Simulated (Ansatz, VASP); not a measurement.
## Cross-check of LaScSe3 between VASP and Ansatz

Aim: how closely do two programs agree when they are given the same cell, functional and k mesh? The cell is generated by rule, not measured, and may not be a known phase. The cell is taken from a series of runs on this material, whose earlier steps may have relaxed, scaled, displaced or heated it; both programs get it as it stands.

Program: Ansatz 0.2.0. Level of theory: plane waves, with VASP 6.6.1 beside it; relaxation of cell and atoms at PBE. Results are calculated unless marked as measured.

## 1. Starting point

Symmetry: P4/mbm, No. 127, tetragonal system. The conventional cell has a = 7.087 Å, b = 7.087 Å, c = 5.245 Å, α = 90.00°, β = 90.00°, γ = 90.00°. La has 8 Se at 3.11 to 3.54 Å nearest. Sc has 6 Se at 2.62 to 2.64 Å nearest. Se has 2 Sc at 2.64 Å and 2 La at 3.11 Å nearest. Nearest to Se lie 2 Sc at 2.62 Å and 4 La at 3.54 Å. Farther neighbours and most contacts between anions are not listed.

Structure file:

```xyz
10
Lattice="7.0873 0.0000 0.0000 0.0000 7.0873 0.0000 0.0000 0.0000 5.2452" Properties=species:S:1:pos:R:3 pbc="T T T"
La    3.5437    0.0000    0.0000
La    0.0000    3.5437    0.0000
Sc    0.0000    0.0000    2.6226
Sc    3.5437    3.5437    2.6226
Se    5.9092    2.3655    2.6226
Se    1.1781    4.7218    2.6226
Se    4.7218    5.9092    2.6226
Se    2.3655    1.1781    2.6226
Se    0.0000    0.0000    0.0000
Se    3.5437    3.5437    0.0000
```

## 2. VASP: relaxation of cell and atoms, PBE, pair 1

The relaxed volume is the usual yardstick between codes: in a stiff, nearly cubic crystal its relative difference is about their pressure difference at one cell divided by the bulk modulus.

Lines of VASP's logs that name or quote its potential files are left out, and so is its time.

INCAR

```
SYSTEM = LaScSe3
PREC = Accurate
ENCUT = 500
EDIFF = 1E-07
NELM = 200
ISMEAR = 0
SIGMA = 0.01
LREAL = .FALSE.
ALGO = Normal
GGA = PE
NBANDS = 50
LASPH = .TRUE.
LORBIT = 11
LWAVE = .FALSE.
LCHARG = .FALSE.
ISIF = 3
IBRION = 2
NSW = 80
EDIFFG = -0.005
GGA_COMPAT = .FALSE.
NELMIN = 4
EFERMI = MIDGAP
LMAXMIX = 6
KPAR = 2
```

POSCAR

```
LaScSe3
1.0
    7.0873120000      0.0000000000      0.0000000000
    0.0000000000      7.0873120000      0.0000000000
    0.0000000000      0.0000000000      5.2451830000
La Sc Se
2 2 6
Direct
    0.5000000000      0.0000000000      0.0000000000
    0.0000000000      0.5000000000      0.0000000000
    0.0000000000      0.0000000000      0.4999999047
    0.5000000000      0.5000000000      0.4999999047
    0.8337699822      0.3337701233      0.4999999047
    0.1662298767      0.6662298767      0.4999999047
    0.6662298767      0.8337699822      0.4999999047
    0.3337701233      0.1662298767      0.4999999047
    0.0000000000      0.0000000000      0.0000000000
    0.5000000000      0.5000000000      0.0000000000
```

KPOINTS

```
Automatic mesh
0
Gamma
6 6 8
0 0 0
```

Potentials, in the order of the species: La, Sc_sv and Se (PBE family, release 64).

On the command line:

```sh
> mpirun -np 2 vasp_std
```

Numbers of over 12 decimals in the logs are rounded to 6 here.

Output:

```text
[banner, memory and clock lines left out]
running    2 mpi-ranks, on    1 nodes
 distrk:  each k-point on    1 cores,    2 groups
 distr:  one band on    1 cores,    1 groups

 POSCAR found type information on POSCAR LaScSe
 POSCAR found :  3 types and      10 ions
 LDA part: xc-table for (Slater+PW92), standard interpolation
 POSCAR, INCAR and KPOINTS ok, starting setup
 FFT: planning ... GRIDC
 FFT: planning ... GRID_SOFT
 FFT: planning ... GRID
 WAVECAR not read
 entering main loop
       N       E                     dE             d eps       ncg     rms          rms(c)
DAV:   1     0.111185478313E+04    0.11119E+04   -0.30185E+04  5000   0.183E+03
DAV:   2     0.191487708378E+03   -0.92037E+03   -0.87972E+03  6728   0.509E+02
DAV:   3    -0.229231783044E+02   -0.21441E+03   -0.20552E+03  8182   0.268E+02
DAV:   4    -0.618457273532E+02   -0.38923E+02   -0.37215E+02  8298   0.891E+01
DAV:   5    -0.647973898449E+02   -0.29517E+01   -0.29303E+01  8462   0.261E+01    0.143E+01
DAV:   6    -0.604653320489E+02    0.43321E+01   -0.19577E+01  7854   0.253E+01    0.617E+00
DAV:   7    -0.604615135672E+02    0.38185E-02   -0.23992E+00  9480   0.851E+00    0.313E+00
DAV:   8    -0.604907437353E+02   -0.29230E-01   -0.10644E+00  7768   0.667E+00    0.148E+00
DAV:   9    -0.604489591654E+02    0.41785E-01   -0.44665E-01  7704   0.439E+00    0.353E-01
DAV:  10    -0.604507781268E+02   -0.18190E-02   -0.28221E-02  9112   0.121E+00    0.174E-01
DAV:  11    -0.604517419584E+02   -0.96383E-03   -0.36054E-03  8784   0.381E-01    0.595E-02
DAV:  12    -0.604518846132E+02   -0.14265E-03   -0.47360E-04  9520   0.137E-01    0.254E-02
DAV:  13    -0.604519086279E+02   -0.24015E-04   -0.92323E-05  8736   0.580E-02    0.947E-03
DAV:  14    -0.604519112986E+02   -0.26707E-05   -0.14819E-05  9040   0.236E-02    0.403E-03
DAV:  15    -0.604519115482E+02   -0.24969E-06   -0.29135E-06  8752   0.919E-03    0.254E-03
DAV:  16    -0.604519119128E+02   -0.36452E-06   -0.14094E-06  7792   0.734E-03    0.111E-03
DAV:  17    -0.604519118377E+02    0.75054E-07   -0.80289E-08  4104   0.310E-03
   1 F= -.60451912E+02 E0= -.60451912E+02  d E =-.604519E+02
[...]
2 F= -.60452050E+02 E0= -.60452050E+02  d E =-.138230E-03
[...]
3 F= -.60452090E+02 E0= -.60452090E+02  d E =-.178508E-03
[...]
4 F= -.60452115E+02 E0= -.60452115E+02  d E =-.249907E-04
 trial-energy change:   -0.000025  1 .order   -0.000026   -0.000031   -0.000020
 step:   2.6351(harm=  2.6351)  dis= 0.00114  next Energy=   -60.452134 (dE=-0.437E-04)
 bond charge predicted
       N       E                     dE             d eps       ncg     rms          rms(c)
DAV:   1    -0.604521104058E+02    0.49417E-05   -0.61397E-03  6440   0.493E-01    0.382E-02
DAV:   2    -0.604521434315E+02   -0.33026E-04   -0.55749E-04  8164   0.168E-01    0.215E-02
DAV:   3    -0.604521362950E+02    0.71366E-05   -0.32675E-05  8920   0.425E-02    0.140E-02
DAV:   4    -0.604521309647E+02    0.53303E-05   -0.15339E-05  7952   0.226E-02    0.385E-03
DAV:   5    -0.604521310199E+02   -0.55139E-07   -0.28440E-06  7024   0.105E-02    0.159E-03
DAV:   6    -0.604521309305E+02    0.89391E-07   -0.16561E-07  4520   0.368E-03
   5 F= -.60452131E+02 E0= -.60452131E+02  d E =-.405849E-04
 curvature:  -1.40 expect dE=-0.192E-04 dE for cont linesearch -0.113E-06
 trial: gam= 0.46859 g(F)=  0.974E-06 g(S)=  0.127E-04 ort =-0.169E-05 (trialstep = 0.128E+01)
 search vector abs. value=  0.199E-04
 reached required accuracy - stopping structural energy minimisation
```

Parts of OUTCAR (step 2):

```text
ion  position               nearest neighbor table
   1  0.500  0.000  0.000-   8 3.11   7 3.11   8 3.11   7 3.11
   2  0.000  0.500  0.000-   6 3.11   5 3.11   6 3.11   5 3.11
   3  0.000  0.000  0.500-   9 2.62   9 2.62   8 2.64   6 2.64   5 2.64   7 2.64
   4  0.500  0.500  0.500-  10 2.62  10 2.62   7 2.64   5 2.64   8 2.64   6 2.64
   5  0.834  0.334  0.500-   4 2.64   3 2.64   2 3.11   2 3.11
   6  0.166  0.666  0.500-   3 2.64   4 2.64   2 3.11   2 3.11
   7  0.666  0.834  0.500-   4 2.64   3 2.64   1 3.11   1 3.11
   8  0.334  0.166  0.500-   3 2.64   4 2.64   1 3.11   1 3.11
   9  0.000  0.000  0.000-   3 2.62   3 2.62
  10  0.500  0.500  0.000-   4 2.62   4 2.62

  LATTYP: Found a simple tetragonal cell.
 ALAT       =     7.0873120000
 C/A-ratio  =     0.7400807245

 Subroutine GETGRP returns: Found 16 space group operations
 (whereof  8 operations were pure point group operations)

The static configuration has the point symmetry C_4h.
 The point group associated with its full space group is D_4h.

 Found     50 irreducible k-points:

   k-points           NKPTS =     50   k-points in BZ     NKDIM =     50   number of bands    NBANDS=     50

   dimension x,y,z NGX =    54 NGY =   54 NGZ =   40
   dimension x,y,z NGXF=   108 NGYF=  108 NGZF=   80

   ENCUT  =  500.0 eV  36.75 Ry    6.06 a.u.  12.92 12.92  9.56*2*pi/ulx,y,z

   NELECT =      80.0000    total number of electrons

 k-points in reciprocal lattice and weights: Automatic mesh
   0.00000000  0.00000000  0.00000000       0.003
   0.16666667  0.00000000  0.00000000       0.014
   0.33333333  0.00000000  0.00000000       0.014
   0.50000000  0.00000000  0.00000000       0.007
   0.16666667  0.16666667  0.00000000       0.014
   0.33333333  0.16666667  0.00000000       0.028
   0.50000000  0.16666667  0.00000000       0.014
   0.33333333  0.33333333  0.00000000       0.014
   0.50000000  0.33333333  0.00000000       0.014
[...]
0.50000000  0.33333333  0.50000000       0.014
   0.50000000  0.50000000  0.50000000       0.003

 average (electrostatic) potential at core
       1 -99.9603       2 -99.9603       3 -46.2659       4 -46.2660       5 -52.5941
       6 -52.5941       7 -52.5941       8 -52.5941       9 -52.9074      10 -52.9074

 E-fermi :   5.2317

 k-point     1 :       0.0000    0.0000    0.0000
  band No.  band energies     occupation
    ...
     36       3.6235      2.00000
     37       3.6235      2.00000
     38       4.2954      2.00000
     39       4.9566      2.00000
     40       4.9566      2.00000
     41       5.5069      0.00000
     42       5.5069      0.00000
     43       5.7668      0.00000
     44       6.2117      0.00000
     45       6.3378      0.00000
    ...

 k-point     2 :       0.1667    0.0000    0.0000
  band No.  band energies     occupation
    ...
     36       3.5674      2.00000
     37       3.7105      2.00000
     38       4.1714      2.00000
     39       4.5088      2.00000
     40       4.7866      2.00000
     41       5.6312      0.00000
     42       5.6557      0.00000
     43       5.9119      0.00000
     44       6.3247      0.00000
     45       6.3302      0.00000
    ...

 k-point     3 :       0.3333    0.0000    0.0000
  band No.  band energies     occupation
    ...
     36       3.4299      2.00000
     37       3.5374      2.00000
     38       3.8755      2.00000
     39       4.0845      2.00000
     40       4.5061      2.00000
     41       5.9124      0.00000
     42       5.9554      0.00000
     43       6.1540      0.00000
     44       6.3044      0.00000
     45       6.3315      0.00000
    ...

  Total       -0.0247092     -0.0247092      0.0376282      0.0000000      0.0000000      0.0000000
  in kB       -0.1499775     -0.1499775      0.2283924      0.0000000      0.0000000      0.0000000
  external PRESSURE =      -0.0238542 kB  Pullay stress =       0.0000000 kB

  energy-cutoff  :      500.00
  volume of cell :      263.96
      direct lattice vectors                 reciprocal lattice vectors
     7.092525513  0.000000000 -0.000000000     0.140993501  0.000000000  0.000000000
     0.000000000  7.092525513  0.000000000    -0.000000000  0.140993501 -0.000000000
    -0.000000000  0.000000000  5.247361028     0.000000000  0.000000000  0.190571984

 POSITION                                       TOTAL-FORCE (eV/Angst)
 -----------------------------------------------------------------------------------
      3.54626      0.00000     -0.00000         0.000000     -0.000000      0.000000
      0.00000      3.54626     -0.00000         0.000000     -0.000000      0.000000
     -0.00000      0.00000      2.62368         0.000000      0.000000      0.000000
      3.54626      3.54626      2.62368         0.000000      0.000000      0.000000
      5.91498      2.36872      2.62368         0.001588      0.001588      0.000000
      1.17754      4.72381      2.62368        -0.001588     -0.001588      0.000000
      4.72381      5.91498      2.62368        -0.001588      0.001588      0.000000
      2.36872      1.17754      2.62368         0.001588     -0.001588      0.000000
      0.00000      0.00000     -0.00000         0.000000     -0.000000      0.000000
      3.54626      3.54626     -0.00000         0.000000     -0.000000      0.000000
 -----------------------------------------------------------------------------------
    total drift:                                0.000235      0.000410      0.002042

  FREE ENERGIE OF THE ION-ELECTRON SYSTEM (eV)
  ---------------------------------------------------
  free  energy   TOTEN  =       -60.4521309305 eV

  energy  without entropy=      -60.4521309305  energy(sigma->0) =      -60.45213093

 reached required accuracy - stopping structural energy minimisation

 total charge
# of ion       s       p       d       f       tot
--------------------------------------------------
    1        1.997   5.655   0.483   0.198   8.332
    2        1.997   5.655   0.483   0.198   8.332
    3        2.195   6.177   1.048   0.000   9.420
    4        2.195   6.177   1.048   0.000   9.420
    5        1.447   2.458   0.017   0.000   3.922
    6        1.447   2.458   0.017   0.000   3.922
    7        1.447   2.458   0.017   0.000   3.922
    8        1.447   2.458   0.017   0.000   3.922
    9        1.445   2.436   0.012   0.000   3.893
   10        1.445   2.436   0.012   0.000   3.893
--------------------------------------------------
tot         17.061  38.366   3.155   0.395  58.977

[... 3 further parts left out ...]
```

CONTCAR:

```
LaScSe3
   1.00000000000000
     7.0925255133611156    0.0000000000000000   -0.0000000000000000
     0.0000000000000000    7.0925255133611156    0.0000000000000000
    -0.0000000000000000    0.0000000000000000    5.2473610279059777
  La              Sc              Se
     2     2     6
Direct
     0.5000000000000000    0.0000000000000000    0.0000000000000000
     0.0000000000000000    0.5000000000000000    0.0000000000000000
     0.0000000000000000    0.0000000000000000    0.4999999046999974
     0.5000000000000000    0.5000000000000000    0.4999999046999974
     0.8339738701765850    0.3339740112765806    0.4999999046999974
     0.1660259887234193    0.6660259887234193    0.4999999046999974
     0.6660259887234193    0.8339738701765850    0.4999999046999974
     0.3339740112765806    0.1660259887234193    0.4999999046999974
     0.0000000000000000    0.0000000000000000    0.0000000000000000
     0.5000000000000000    0.5000000000000000    0.0000000000000000
```

[end of part 1 of 2]

[Lines on the potential files, build, host, timing and source positions are cut from VASP's logs without a mark.]

[Logs are printed without paths, hosts, clocks, repeated set-up lines and the standing remarks that a program may print on its own settings, such as how far it seeks lower states.]

[Hosts, paths, dates, database ids (printed as entryN), source tags and the programs' standing remarks are cut or masked in the printed files.]
